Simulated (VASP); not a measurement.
Data:

```
P
1.0
    1.65500    -5.24000     0.00000
    1.65500     5.24000     0.00000
    0.00000     0.00000     4.38000
P
4
Direct
  0.10170   0.89830   0.91940
  0.39830   0.60170   0.41940
  0.60170   0.39830   0.58060
  0.89830   0.10170   0.08060
```

The numbers are results of PBE GGA, VASP's PBE PAW potentials (set 64) (plane waves; VASP), not measurements. Run with 400 eV cut-off, 6×6×4 Monkhorst-Pack mesh, Gaussian smearing of 0.050 eV, potentials P.

**Question.** What does the run give for the energy per atom (σ→0), pressure, largest force?

**Answer.** 
- energy per atom (σ→0) = -5.366 eV/atom
- pressure = 1.88 GPa
- largest force = 0.059 eV/Å

Total energies compare only between runs with the same potentials, cut-off and functional.

The compound is P in the black structure. The cell was not relaxed at this level. The run is one of a series of settings (KPOINTS 6×6×4 Monkhorst-Pack mesh against the base run), some of them coarse on purpose.
